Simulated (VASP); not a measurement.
Calculation: RPBE GGA, VASP's PBE PAW potentials (set 64) (plane waves; VASP 6.6.1).

A VASP calculation is set up with these files.

File KPOINTS:
```
Automatic mesh
0
Gamma
5 5 5
0 0 0
```

POSCAR:
```
BaHfO3
1.0
  4.2355795378   0.0000000000   0.0000000000
  0.0000000000   4.2355795378   0.0000000000
  0.0000000000   0.0000000000   4.2355795378
Ba Hf O
1 1 3
Cartesian
  0.0000000000   0.0000000000   0.0000000000
  2.1177897689   2.1177897689   2.1177897689
  2.1177897689   0.0000000000   2.1177897689
  0.0000000000   2.1177897689   2.1177897689
  2.1177897689   2.1177897689   0.0000000000
```

### INCAR
```
SIGMA = 0.05   ! width (eV)
PREC = Accurate
LCHARG = .False.
LWAVE = .False.
ISIF = 3   ! ions, shape and volume
GGA = RP   ! RPBE
ISMEAR = 0
EDIFF = 1E-6
LASPH = .True.
ALGO = Normal   ! blocked Davidson
EDIFFG = -0.02   ! ionic stop
NELM = 100   ! most electronic steps
LMAXMIX = 6   ! l cut-off of mixed one-centre charges
LREAL = .False.
ENCUT = 520
SYSTEM = BaHfO3
IBRION = 2   ! conjugate gradients
NSW = 60   ! most ionic steps
```

POTCAR, in this order: Ba_sv Hf_pv O (PBE.64 set). Program: vasp_std.

The run wrote:

OSZICAR:
```
       N       E                     dE             d eps       ncg     rms          rms(c)
DAV:   1     0.238858070822E+03    0.23886E+03   -0.21434E+04   460   0.160E+03
DAV:   2    -0.357472536272E+02   -0.27461E+03   -0.26733E+03   614   0.347E+02
DAV:   3    -0.483560422575E+02   -0.12609E+02   -0.12588E+02   573   0.751E+01
DAV:   4    -0.486209410075E+02   -0.26490E+00   -0.26484E+00   669   0.991E+00
DAV:   5    -0.486266352239E+02   -0.56942E-02   -0.56938E-02   588   0.106E+00    0.538E+01
DAV:   6    -0.416009219881E+02    0.70257E+01   -0.43017E+01   558   0.375E+01    0.487E+01
DAV:   7    -0.415460344677E+02    0.54888E-01   -0.25108E+00   632   0.999E+00    0.322E+01
DAV:   8    -0.415677235126E+02   -0.21689E-01   -0.52079E-01   594   0.587E+00    0.562E+00
DAV:   9    -0.415435684677E+02    0.24155E-01   -0.15158E-01   565   0.235E+00    0.151E+00
DAV:  10    -0.415443875666E+02   -0.81910E-03   -0.15426E-02   616   0.857E-01    0.714E-01
DAV:  11    -0.415441327987E+02    0.25477E-03   -0.10502E-03   594   0.223E-01    0.280E-01
DAV:  12    -0.415442431057E+02   -0.11031E-03   -0.26346E-04   565   0.118E-01    0.213E-01
DAV:  13    -0.415442608730E+02   -0.17767E-04   -0.46880E-05   634   0.459E-02    0.105E-02
DAV:  14    -0.415442622585E+02   -0.13855E-05   -0.34565E-06   635   0.122E-02    0.111E-02
DAV:  15    -0.415442623833E+02   -0.12477E-06   -0.31668E-06   571   0.124E-02
   1 F= -.41544262E+02 E0= -.41544262E+02  d E =-.415443E+02
```

OUTCAR:
```
------------------------ aborting loop because EDIFF is reached ----------------------------------------
  FORCE on cell =-STRESS in cart. coord.  units (eV):
  Direction    XX          YY          ZZ          XY          YZ          ZX
  --------------------------------------------------------------------------------------
  Total       -0.0275483     -0.0275483     -0.0275483      0.0000000      0.0000000     -0.0000000
  in kB       -0.5808543     -0.5808543     -0.5808543      0.0000000      0.0000000     -0.0000000
  external PRESSURE =      -0.5808543 kB  Pullay stress =       0.0000000 kB
  volume of cell :       75.99
      direct lattice vectors                 reciprocal lattice vectors
     4.235579538  0.000000000  0.000000000     0.236095200  0.000000000  0.000000000
     0.000000000  4.235579538  0.000000000     0.000000000  0.236095200  0.000000000
     0.000000000  0.000000000  4.235579538     0.000000000  0.000000000  0.236095200
 POSITION                                       TOTAL-FORCE (eV/Angst)
 -----------------------------------------------------------------------------------
      0.00000      0.00000      0.00000         0.000000      0.000000      0.000000
      2.11779      2.11779      2.11779         0.000000      0.000000      0.000000
      2.11779      0.00000      2.11779         0.000000      0.000000      0.000000
      0.00000      2.11779      2.11779         0.000000      0.000000      0.000000
      2.11779      2.11779      0.00000         0.000000      0.000000      0.000000
 -----------------------------------------------------------------------------------
    total drift:                                0.000000     -0.000000     -0.000000
  FREE ENERGIE OF THE ION-ELECTRON SYSTEM (eV)
  ---------------------------------------------------
  free  energy   TOTEN  =       -41.5442623833 eV

  energy  without entropy=      -41.5442623833  energy(sigma->0) =      -41.54426238

 reached required accuracy - stopping structural energy minimisation
```
(Selected blocks of OUTCAR.)

OUTCAR:
```
 val. band max:        2.2620086846   @ k =   0.4000   0.4000   0.4000

 cond. band min:       5.9155418280   @ k =   0.0000   0.0000   0.0000


 Fermi energy:         2.5594044819

 k-point     1 :       0.0000    0.0000    0.0000
  band No.  band energies     occupation
      1     -26.7331      2.00000
      2     -26.7331      2.00000
      3     -26.7331      2.00000
      4     -23.1060      2.00000
      5     -14.2997      2.00000
      6     -13.7784      2.00000
      7     -13.7784      2.00000
      8      -8.2487      2.00000
      9      -8.2487      2.00000
     10      -8.2487      2.00000
     11       0.6368      2.00000
     12       0.6368      2.00000
     13       0.6368      2.00000
     14       1.4471      2.00000
     15       1.4471      2.00000
     16       1.4471      2.00000
     17       2.0968      2.00000
     18       2.0968      2.00000
     19       2.0968      2.00000
     20       5.9155      0.00000
     21       5.9155      0.00000
     22       5.9155      0.00000
     23       7.1043      0.00000

 k-point     2 :       0.2000    0.0000    0.0000
  band No.  band energies     occupation
      1     -26.7697      2.00000
      2     -26.7320      2.00000
      3     -26.7320      2.00000
      4     -23.0870      2.00000
      5     -14.2795      2.00000
      6     -13.7709      2.00000
      7     -13.6250      2.00000
      8      -8.2256      2.00000
      9      -8.2256      2.00000
     10      -8.1892      2.00000
     11      -0.0171      2.00000
     12       0.5555      2.00000
     13       0.5555      2.00000
     14       1.1369      2.00000
     15       1.1369      2.00000
     16       1.2023      2.00000
     17       1.3386      2.00000
     18       1.9610      2.00000
     19       1.9610      2.00000
     20       6.0682      0.00000
     21       6.7297      0.00000
     22       6.7297      0.00000
     23       7.6619      0.00000

 k-point     3 :       0.4000    0.0000    0.0000
...
```

Unless said otherwise, spin-orbit coupling is left out, though it shifts the bands of the heavy elements here.

The compound is BaHfO3 in the cubic perovskite structure. It was relaxed first. The start is the result of an earlier pass.
